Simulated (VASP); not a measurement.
**Si2Ni under pressure and tension**

Aim: follow Si2Ni from a squeezed to a stretched cell. The starting structure is a measured crystal structure from the Crystallography Open Database. All runs use LDA. The equilibrium cell comes from relaxations that aren't shown. At each volume, shape and positions are relaxed as far as symmetry leaves them free.

Method: Kohn-Sham DFT with plane waves and PAW; LDA, in VASP 6.6.1.

**1. Set-up**

The structure is cubic, space group Fm-3m (No. 225). Conventional cell: a = 5.406 Å, b = 5.406 Å, c = 5.406 Å, α = 90.00°, β = 90.00°, γ = 90.00°. Nearest to Ni lie 8 Si at 2.34 Å. Nearest to Si lie 4 Ni at 2.34 Å. Farther neighbours are not listed.

**2. Relaxation at the equilibrium volume**

File INCAR:

```
SYSTEM = Si2Ni
PREC = Accurate
ENCUT = 500
EDIFF = 1E-07
NELM = 100
ISMEAR = 0
SIGMA = 0.05
LREAL = .FALSE.
ALGO = Normal
GGA = CA
NBANDS = 16
ISPIN = 2
MAGMOM = 0 0 0
LASPH = .TRUE.
LMAXMIX = 4
LORBIT = 11
LWAVE = .FALSE.
LCHARG = .FALSE.
KPAR = 4
IBRION = 2
NSW = 50
ISIF = 4
EDIFFG = -0.003
```

File POSCAR:

```
Si2Ni
1.0
    0.0000000000      2.6752914230      2.6752914230
    2.6752914230      0.0000000000      2.6752914230
    2.6752914230      2.6752914230      0.0000000000
Ni Si
1 2
Direct
    0.0000000000      0.0000000000      0.0000000000
    0.2500000000      0.2500000000      0.2500000000
    0.7500000000      0.7500000000      0.7500000000
```

File KPOINTS:

```
Automatic mesh
0
Gamma
12 12 12
0 0 0
```

Potentials, in the order of the species: Ni and Si (LDA family, release 64).

Command:

```console
$ mpirun -np 4 vasp_std
```

The program printed:

```text
[banner, memory and clock lines left out]
running    4 mpi-ranks, on    1 nodes
 distrk:  each k-point on    1 cores,    4 groups
 distr:  one band on    1 cores,    1 groups

 POSCAR found type information on POSCAR NiSi
 POSCAR found :  2 types and       3 ions
 LDA part: xc-table for (Slater(with rela. corr.)+CA(PZ))
 , standard interpolation
 POSCAR, INCAR and KPOINTS ok, starting setup
 FFT: planning ... GRIDC
 FFT: planning ... GRID_SOFT
 FFT: planning ... GRID
 WAVECAR not read
 entering main loop
       N       E                     dE             d eps       ncg     rms          rms(c)
DAV:   1     0.624145837550E+02    0.62415E+02   -0.76789E+03  4640   0.114E+03
DAV:   2    -0.184971444923E+02   -0.80912E+02   -0.73851E+02  5040   0.213E+02
DAV:   3    -0.219153768942E+02   -0.34182E+01   -0.33638E+01  6112   0.478E+01
DAV:   4    -0.219711896789E+02   -0.55813E-01   -0.55783E-01  5360   0.588E+00
DAV:   5    -0.219726985289E+02   -0.15088E-02   -0.15088E-02  6112   0.102E+00    0.165E+01
DAV:   6    -0.259477652210E+02   -0.39751E+01   -0.37711E+01  4840   0.146E+02    0.233E+01
DAV:   7    -0.200144767568E+02    0.59333E+01   -0.11511E+01  5800   0.921E+01    0.350E+00
DAV:   8    -0.199613684165E+02    0.53108E-01   -0.14169E+00  6384   0.184E+01    0.282E+00
DAV:   9    -0.198994969328E+02    0.61871E-01   -0.25572E-01  5536   0.981E+00    0.605E-01
DAV:  10    -0.198980404669E+02    0.14565E-02   -0.96683E-03  6432   0.174E+00    0.279E-01
DAV:  11    -0.198978413756E+02    0.19909E-03   -0.64747E-04  6008   0.194E-01    0.620E-02
DAV:  12    -0.198978408128E+02    0.56278E-06   -0.31991E-05  6440   0.652E-02    0.225E-02
DAV:  13    -0.198978380149E+02    0.27979E-05   -0.41800E-06  6904   0.420E-02    0.913E-03
DAV:  14    -0.198978377026E+02    0.31231E-06   -0.20763E-06  7088   0.301E-02    0.286E-03
DAV:  15    -0.198978376863E+02    0.16252E-07   -0.27901E-07  4248   0.594E-03
   1 F= -.19897838E+02 E0= -.19897100E+02  d E =-.198978E+02  mag=    -0.0000
 curvature:   0.00 expect dE= 0.000E+00 dE for cont linesearch  0.000E+00
 trial: gam= 0.00000 g(F)=  0.206E-46 g(S)=  0.572E-33 ort = 0.000E+00 (trialstep = 0.100E+01)
 search vector abs. value=  0.100E-09
 reached required accuracy - stopping structural energy minimisation
```

The job ended after 21 s (4 MPI ranks of AMD EPYC 7R43, shared host; peak memory 0.65 GiB; 82 s of CPU time).

Lines that name or quote the potential files are left out of all logs, and their timing lines are given in words.

Parts of OUTCAR (step 2):

```text
ion  position               nearest neighbor table
   1  0.000  0.000  0.000-   3 2.32   3 2.32   3 2.32   2 2.32   2 2.32   2 2.32   3 2.32   2 2.32

  LATTYP: Found a face centered cubic cell.
 ALAT       =     5.3505828460

 Subroutine GETGRP returns: Found 48 space group operations
 (whereof 48 operations were pure point group operations)

The static configuration has the point symmetry O_h .

 Found     72 irreducible k-points:

   k-points           NKPTS =     72   k-points in BZ     NKDIM =     72   number of bands    NBANDS=     16

   dimension x,y,z NGX =    28 NGY =   28 NGZ =   28
   dimension x,y,z NGXF=    56 NGYF=   56 NGZF=   56

   ENCUT  =  500.0 eV  36.75 Ry    6.06 a.u.   6.90  6.90  6.90*2*pi/ulx,y,z

   NELECT =      18.0000    total number of electrons

 k-points in reciprocal lattice and weights: Automatic mesh
   0.00000000  0.00000000  0.00000000       0.001
   0.08333333  0.00000000  0.00000000       0.005
   0.16666667  0.00000000  0.00000000       0.005
   0.25000000  0.00000000  0.00000000       0.005
   0.33333333  0.00000000  0.00000000       0.005
   0.41666667  0.00000000  0.00000000       0.005
   0.50000000  0.00000000  0.00000000       0.002
   0.08333333  0.08333333  0.00000000       0.003
   0.16666667  0.08333333  0.00000000       0.014
[...]
-0.33333333  0.50000000  0.16666667       0.007
  -0.25000000  0.50000000  0.25000000       0.003

 average (electrostatic) potential at core
       1 -81.8757       2 -81.0372       3 -81.0372

 E-fermi :  10.8107

 spin component 1
 k-point     1 :       0.0000    0.0000    0.0000
  band No.  band energies     occupation
    ...
      3       5.3805      1.00000
      4       5.3805      1.00000
      5       7.1089      1.00000
      6       7.1089      1.00000
      7      10.6828      0.99985
      8      12.5659      0.00000
      9      12.5659      0.00000
     10      12.5659      0.00000
     11      13.0559      0.00000
     12      13.0559      0.00000
    ...

 k-point     2 :       0.0833    0.0000    0.0000
  band No.  band energies     occupation
    ...
      3       5.4141      1.00000
      4       5.4141      1.00000
      5       7.0890      1.00000
      6       7.0890      1.00000
      7      10.4510      1.00000
      8      11.5865      0.00000
      9      12.0160      0.00000
     10      12.0160      0.00000
     11      13.6199      0.00000
     12      13.6199      0.00000
    ...

 k-point     3 :       0.1667    0.0000    0.0000
  band No.  band energies     occupation
    ...
      3       5.5059      1.00000
      4       5.5059      1.00000
      5       7.0467      1.00000
      6       7.0467      1.00000
      7       9.3247      1.00000
      8      11.3276      0.00000
      9      11.3276      0.00000
     10      11.6215      0.00000
     11      13.7912      0.00000
     12      13.7912      0.00000
    ...

 k-point     4 :       0.2500    0.0000    0.0000
  band No.  band energies     occupation
    ...
      5       7.0285      1.00000
      6       7.0285      1.00000
      7       8.2182      1.00000
      8      10.6540      1.00000
      9      10.6540      1.00000
     10      12.0040      0.00000
     11      13.3207      0.00000
     12      13.3207      0.00000
     13      14.3195      0.00000
     14      16.2955      0.00000
    ...

 k-point     5 :       0.3333    0.0000    0.0000
  band No.  band energies     occupation
    ...
      5       7.0864      1.00000
      6       7.0864      1.00000
      7       7.4568      1.00000
      8      10.0224      1.00000
      9      10.0224      1.00000
     10      12.3427      0.00000
     11      12.9366      0.00000
     12      12.9366      0.00000
     13      13.8899      0.00000
     14      17.6323      0.00000
    ...

 k-point     6 :       0.4167    0.0000    0.0000
  band No.  band energies     occupation
    ...
      5       7.0340      1.00000
      6       7.2149      1.00000
      7       7.2149      1.00000
      8       9.5243      1.00000
      9       9.5243      1.00000
     10      12.5389      0.00000
     11      12.7195      0.00000
     12      12.7195      0.00000
     13      13.6311      0.00000
     14      19.0897      0.00000
    ...

  Total       -0.0067266     -0.0067266     -0.0067266      0.0000000     -0.0000000      0.0000000
  in kB       -0.2814233     -0.2814233     -0.2814233      0.0000000     -0.0000000      0.0000000
  external PRESSURE =      -0.2814233 kB  Pullay stress =       0.0000000 kB

  energy-cutoff  :      500.00
  volume of cell :       38.30
      direct lattice vectors                 reciprocal lattice vectors
     0.000000000  2.675291423  2.675291423    -0.186895527  0.186895527  0.186895527
     2.675291423  0.000000000  2.675291423     0.186895527 -0.186895527  0.186895527
     2.675291423  2.675291423  0.000000000     0.186895527  0.186895527 -0.186895527

 POSITION                                       TOTAL-FORCE (eV/Angst)
 -----------------------------------------------------------------------------------
      0.00000      0.00000      0.00000         0.000000      0.000000      0.000000
      1.33765      1.33765      1.33765         0.000000      0.000000      0.000000
      4.01294      4.01294      4.01294        -0.000000     -0.000000     -0.000000
 -----------------------------------------------------------------------------------
    total drift:                               -0.000000     -0.000000      0.000000

  FREE ENERGIE OF THE ION-ELECTRON SYSTEM (eV)
  ---------------------------------------------------
  free  energy   TOTEN  =       -19.8978376863 eV

  energy  without entropy=      -19.8963630537  energy(sigma->0) =      -19.89710037

 reached required accuracy - stopping structural energy minimisation

 total charge
# of ion       s       p       d       tot
------------------------------------------
    1        0.580   0.847   8.488   9.916
    2        0.743   0.872   0.000   1.615
    3        0.743   0.872   0.000   1.615
--------------------------------------------------
tot          2.067   2.591   8.488  13.146

 magnetization (x)
# of ion       s       p       d       tot
------------------------------------------
    1       -0.000   0.000  -0.000  -0.000
    2        0.000   0.000   0.000   0.000
    3        0.000   0.000   0.000   0.000
--------------------------------------------------
tot          0.000   0.000  -0.000  -0.000

[... 2 further parts left out ...]
```

CONTCAR:

```
Si2Ni
   1.00000000000000
     0.0000000000000000    2.6752914230000000    2.6752914230000000
     2.6752914230000000    0.0000000000000000    2.6752914230000000
     2.6752914230000000    2.6752914230000000    0.0000000000000000
  Ni              Si
     1     2
Direct
     0.0000000000000000    0.0000000000000000    0.0000000000000000
     0.2500000000000000    0.2500000000000000    0.2500000000000000
     0.7500000000000000    0.7500000000000000    0.7500000000000000
```

This run allows spin, but its moments start at zero, where symmetry between the spins tends to hold them, although Ni can carry a moment. The run keeps the 48 symmetry operations of its start, so it cannot find a distortion of lower symmetry.

The equilibrium volume: 12.765 Å³ an atom and a pressure of -0.03 GPa. Further runs on this cell, not shown, give the modes T2g 320.9, T1u 314.2 cm⁻¹.

**3. Relaxation at 0.96 of the equilibrium volume**

INCAR is that of step 2.

File POSCAR:

```
Si2Ni
1.0
    0.0000000000      2.6391344039      2.6391344039
    2.6391344039      0.0000000000      2.6391344039
    2.6391344039      2.6391344039      0.0000000000
Ni Si
1 2
Direct
    0.0000000000      0.0000000000      0.0000000000
    0.2500000000      0.2500000000      0.2500000000
    0.7500000000      0.7500000000      0.7500000000
```

KPOINTS is that of step 2.

Command:

```console
$ mpirun -np 4 vasp_std
```

The program printed:

```text
[... set-up lines as in an earlier step ...]
 entering main loop
       N       E                     dE             d eps       ncg     rms          rms(c)
DAV:   1     0.626958130756E+02    0.62696E+02   -0.76542E+03  4656   0.114E+03
DAV:   2    -0.186284072790E+02   -0.81324E+02   -0.74023E+02  5120   0.215E+02
DAV:   3    -0.219394124215E+02   -0.33110E+01   -0.32681E+01  6088   0.472E+01
DAV:   4    -0.219922643810E+02   -0.52852E-01   -0.52834E-01  5480   0.581E+00
[...]
DAV:  14    -0.198637546361E+02    0.51775E-06   -0.32102E-06  6152   0.444E-02    0.477E-03
DAV:  15    -0.198637545286E+02    0.10752E-06   -0.56237E-07  5040   0.118E-02    0.175E-03
DAV:  16    -0.198637545003E+02    0.28271E-07   -0.32012E-08  2760   0.354E-03
   1 F= -.19863755E+02 E0= -.19863259E+02  d E =-.198638E+02  mag=    -0.0000
[...]
reached required accuracy - stopping structural energy minimisation
```

The job ended after 22 s (4 MPI ranks; peak memory 0.65 GiB; 85 s of CPU time).

Parts of OUTCAR (step 3):

```text
  Total        1.6906634      1.6906634      1.6906634      0.0000000     -0.0000000      0.0000000
  in kB       73.6806120     73.6806120     73.6806120      0.0000000     -0.0000000      0.0000000
  external PRESSURE =      73.6806120 kB  Pullay stress =       0.0000000 kB

 POSITION                                       TOTAL-FORCE (eV/Angst)
 -----------------------------------------------------------------------------------
      0.00000      0.00000      0.00000        -0.000000     -0.000000     -0.000000
      1.31957      1.31957      1.31957         0.000000      0.000000      0.000000
      3.95870      3.95870      3.95870        -0.000000     -0.000000     -0.000000
 -----------------------------------------------------------------------------------
    total drift:                               -0.000000     -0.000000      0.000000

  FREE ENERGIE OF THE ION-ELECTRON SYSTEM (eV)
  ---------------------------------------------------
  free  energy   TOTEN  =       -19.8637545003 eV

  energy  without entropy=      -19.8627639777  energy(sigma->0) =      -19.86325924

 magnetization (x)
# of ion       s       p       d       tot
------------------------------------------
    1       -0.000  -0.000  -0.000  -0.000
    2       -0.000  -0.000   0.000  -0.000
    3       -0.000  -0.000   0.000  -0.000
--------------------------------------------------
tot         -0.000  -0.000  -0.000  -0.000

[... 2 parts as in an earlier step ...]

[... 2 further parts left out ...]
[key lines of the parts left out:]
E-fermi :  11.4873
```

0.96 of the equilibrium volume: 12.254 Å³ an atom and a pressure of 7.37 GPa. Further runs on this cell, not shown, give the modes T2g 369.9, T1u 342.8 cm⁻¹.

**4. Relaxation at 1.04 of the equilibrium volume**

INCAR is that of step 3.

File POSCAR:

```
Si2Ni
1.0
    0.0000000000      2.7104966632      2.7104966632
    2.7104966632      0.0000000000      2.7104966632
    2.7104966632      2.7104966632      0.0000000000
Ni Si
1 2
Direct
    0.0000000000      0.0000000000      0.0000000000
    0.2500000000      0.2500000000      0.2500000000
    0.7500000000      0.7500000000      0.7500000000
```

KPOINTS is that of step 3.

Command:

```console
$ mpirun -np 4 vasp_std
```

The program printed:

```text
[... set-up lines as in an earlier step ...]
 entering main loop
       N       E                     dE             d eps       ncg     rms          rms(c)
DAV:   1     0.610021954833E+02    0.61002E+02   -0.75724E+03  4624   0.112E+03
DAV:   2    -0.185002798587E+02   -0.79502E+02   -0.72762E+02  5168   0.211E+02
DAV:   3    -0.218344345206E+02   -0.33342E+01   -0.32861E+01  6016   0.470E+01
DAV:   4    -0.218894369262E+02   -0.55002E-01   -0.54962E-01  5440   0.586E+00
[...]
DAV:  13    -0.198684166737E+02    0.76644E-05   -0.10747E-05  6040   0.843E-02    0.808E-03
DAV:  14    -0.198684166379E+02    0.35786E-07   -0.31369E-06  6952   0.326E-02    0.420E-03
DAV:  15    -0.198684165637E+02    0.74234E-07   -0.38027E-07  4520   0.800E-03
   1 F= -.19868417E+02 E0= -.19867658E+02  d E =-.198684E+02  mag=    -0.0000
[...]
reached required accuracy - stopping structural energy minimisation
```

Elapsed: 21 s, on 4 MPI ranks; peak memory 0.66 GiB; 80 s of CPU time.

Parts of OUTCAR (step 4):

```text
  Total       -1.5059927     -1.5059927     -1.5059927     -0.0000000     -0.0000000      0.0000000
  in kB      -60.5838446    -60.5838446    -60.5838446     -0.0000000     -0.0000000      0.0000000
  external PRESSURE =     -60.5838446 kB  Pullay stress =       0.0000000 kB

 POSITION                                       TOTAL-FORCE (eV/Angst)
 -----------------------------------------------------------------------------------
      0.00000      0.00000      0.00000         0.000000      0.000000      0.000000
      1.35525      1.35525      1.35525        -0.000000     -0.000000     -0.000000
      4.06574      4.06574      4.06574         0.000000      0.000000      0.000000
 -----------------------------------------------------------------------------------
    total drift:                               -0.000000     -0.000000      0.000000

  FREE ENERGIE OF THE ION-ELECTRON SYSTEM (eV)
  ---------------------------------------------------
  free  energy   TOTEN  =       -19.8684165637 eV

  energy  without entropy=      -19.8668998871  energy(sigma->0) =      -19.86765823

 magnetization (x)
# of ion       s       p       d       tot
------------------------------------------
    1        0.000   0.000  -0.000  -0.000
    2       -0.000  -0.000   0.000  -0.000
    3       -0.000  -0.000   0.000  -0.000
--------------------------------------------------
tot         -0.000   0.000  -0.000  -0.000

[... 2 parts as in an earlier step ...]

[... 2 further parts left out ...]
[key lines of the parts left out:]
E-fermi :  10.1754
```

The log as kept lacks single lines of electronic cycles.

1.04 of the equilibrium volume: 13.276 Å³ an atom and a pressure of -6.06 GPa. Further runs on this cell, not shown, give the modes T2g 307.0, T1u 288.0 cm⁻¹.

**5. Relaxation at 0.92 of the equilibrium volume**

INCAR is that of step 4.

File POSCAR:

```
Si2Ni
1.0
    0.0000000000      2.6019585449      2.6019585449
    2.6019585449      0.0000000000      2.6019585449
    2.6019585449      2.6019585449      0.0000000000
Ni Si
1 2
Direct
    0.0000000000      0.0000000000      0.0000000000
    0.2500000000      0.2500000000      0.2500000000
    0.7500000000      0.7500000000      0.7500000000
```

KPOINTS is that of step 4.

Command:

```console
$ mpirun -np 4 vasp_std
```

The program printed:

```text
[... set-up lines as in an earlier step ...]
 entering main loop
       N       E                     dE             d eps       ncg     rms          rms(c)
DAV:   1     0.622632414926E+02    0.62263E+02   -0.77214E+03  4704   0.116E+03
DAV:   2    -0.185155155294E+02   -0.80779E+02   -0.74122E+02  5144   0.217E+02
DAV:   3    -0.218830197440E+02   -0.33675E+01   -0.33148E+01  6032   0.480E+01
DAV:   4    -0.219357620436E+02   -0.52742E-01   -0.52717E-01  5536   0.579E+00
[...]
DAV:  13    -0.197488504060E+02    0.18267E-05   -0.18919E-06  6696   0.331E-02    0.772E-03
DAV:  14    -0.197488499625E+02    0.44351E-06   -0.19998E-06  6288   0.341E-02    0.371E-03
DAV:  15    -0.197488499760E+02   -0.13523E-07   -0.32237E-07  4328   0.464E-03
   1 F= -.19748850E+02 E0= -.19748420E+02  d E =-.197488E+02  mag=    -0.0000
[...]
reached required accuracy - stopping structural energy minimisation
```

Wall time 20 s (4 MPI ranks); peak memory 0.66 GiB.

Parts of OUTCAR (step 5):

```text
  Total        3.7336702      3.7336702      3.7336702      0.0000000      0.0000000     -0.0000000
  in kB      169.7912938    169.7912938    169.7912938      0.0000000      0.0000000     -0.0000000
  external PRESSURE =     169.7912938 kB  Pullay stress =       0.0000000 kB

 POSITION                                       TOTAL-FORCE (eV/Angst)
 -----------------------------------------------------------------------------------
      0.00000      0.00000      0.00000         0.000000      0.000000      0.000000
      1.30098      1.30098      1.30098        -0.000000     -0.000000     -0.000000
      3.90294      3.90294      3.90294         0.000000      0.000000      0.000000
 -----------------------------------------------------------------------------------
    total drift:                               -0.000000     -0.000000      0.000000

  FREE ENERGIE OF THE ION-ELECTRON SYSTEM (eV)
  ---------------------------------------------------
  free  energy   TOTEN  =       -19.7488499760 eV

  energy  without entropy=      -19.7479900217  energy(sigma->0) =      -19.74842000

 magnetization (x)
# of ion       s       p       d       tot
------------------------------------------
    1        0.000   0.000   0.000   0.000
    2       -0.000  -0.000   0.000  -0.000
    3       -0.000  -0.000   0.000  -0.000
--------------------------------------------------
tot         -0.000  -0.000   0.000  -0.000

[... 2 parts as in an earlier step ...]

[... 2 further parts left out ...]
[key lines of the parts left out:]
E-fermi :  12.2517
```

0.92 of the equilibrium volume: 11.744 Å³ an atom and a pressure of 16.98 GPa. Further runs on this cell, not shown, give the modes T2g 398.9, T1u 372.1 cm⁻¹.

[end of part 1 of 2]

[Lines on the potential files, build, host, timing and source positions are cut from VASP's logs without a mark.]

[Logs are printed without paths, hosts, clocks, repeated set-up lines and the standing remarks that a program may print on its own settings, such as how far it seeks lower states.]

[Hosts, paths, dates, database ids (printed as entryN), source tags and the programs' standing remarks are cut or masked in the printed files.]
